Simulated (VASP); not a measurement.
Given:

```xyz
2
Lattice="0.0000 2.1656 2.1656 2.1656 0.0000 2.1656 2.1656 2.1656 0.0000" Properties=species:S:1:pos:R:3 pbc="T T T"
Ta     0.0000     0.0000     0.0000
C      2.1656     2.1656     2.1656
```

The numbers are results of LDA (Ceperley-Alder, Perdew-Zunger), VASP's LDA PAW potentials (set 64) (plane waves; VASP), not measurements. Run with 520 eV cut-off, 14×14×14 Γ-centred mesh, first-order Methfessel-Paxton smearing of 0.10 eV, potentials Ta_pv C.

Unless said otherwise, spin-orbit coupling is left out, though it shifts the bands of the heavy elements here.

Q: What does the run give for the energy per atom (σ→0), pressure, band gap (on the k-mesh) with the smallest direct gap where there is one?

A: 
The band gap (on the k-mesh) is none (metal, semimetal or under 0.01 eV) and the energy per atom (σ→0) is -12.094 eV/atom. The pressure is 25.21 GPa.

The absolute energy has meaning only against runs of the same code, potentials and settings.

The compound is TaC in the rock salt structure. This cell is one point of a volume scan, at 0.94 of the reference volume. The electron count is odd and the run is not spin-polarised, which forces a metal.
